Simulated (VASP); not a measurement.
VASP runs on YB2 (a trial cell in the MoSi2 structure, space group I4/mmm) share one base input (PBE GGA, plane waves, VASP's PBE PAW potentials (set 64)) and change the settings named in each case.

### POSCAR
```
YB2
1
   -1.7197010000     1.7197010000     4.2090420000
    1.7197010000    -1.7197010000     4.2090420000
    1.7197010000     1.7197010000    -4.2090420000
Y B
1 2
Direct
  0.0000000000   0.0000000000   0.0000000000
  0.3353000000   0.3353000000   0.0000000000
  0.6647000000   0.6647000000   0.0000000000
```

KPOINTS:
```
Automatic mesh
0
Gamma
11 11 11
0 0 0
```

### INCAR
```
! general
SYSTEM  = YB2
PREC    = Accurate
ENCUT   = 520
LREAL   = .FALSE.
LASPH   = .TRUE.

! electronic loop
EDIFF   = 1E-6
NELM    = 100
ALGO    = Normal
LMAXMIX = 4

! smearing
ISMEAR  = 1
SIGMA   = 0.1

! functional
GGA     = PE

! ions
ISIF    = 2

! output
LWAVE   = .FALSE.
LCHARG  = .FALSE.
```

POTCAR, in this order: Y_sv B (PBE.64 set). Program: vasp_std.

```csv
change,E(σ→0) (eV/atom),pressure (GPa),−TS (eV)
base run,-5.2672,-8.32,0.0007
"ISMEAR = -1, SIGMA = 0.3",?,?,?
"ISMEAR = -1, SIGMA = 0.02",-5.2673,-8.32,-0.0034
"ISMEAR = 2, SIGMA = 0.3",-5.2666,-8.32,0.0003
SIGMA = 0.2,-5.2670,-8.32,0.0022
"ISMEAR = 2, SIGMA = 0.01",-5.2674,-8.32,0.0000
"ISMEAR = 0, SIGMA = 0.05",-5.2673,-8.32,-0.0032
"ISMEAR = -5, SIGMA removed",-5.2665,-8.33,0.0000
"ISMEAR = -4, SIGMA removed",?,-8.32,0.0000
```

Question: Some entries are withheld; supply them.

Answer: 
- ISMEAR = -4, SIGMA removed, E(σ→0) (eV/atom): -5.2531
- ISMEAR = -1, SIGMA = 0.3, E(σ→0) (eV/atom): -5.2765
- ISMEAR = -1, SIGMA = 0.3, pressure (GPa): -7.89
- ISMEAR = -1, SIGMA = 0.3, −TS (eV): -0.7730

Left out are runs that ran out of time, are held back, or changed the cell or the kind of run, fixed moments of cells without a moment, rows past the twelfth, gaps on odd meshes, pressures of charged cells and columns that move by less than the noise.

The structure was generated: YB2 was put into the MoSi2 type (I4/mmm), which need not be its known phase. The cell was not relaxed at this level. The electron count is odd and the run is not spin-polarised, which forces a metal.
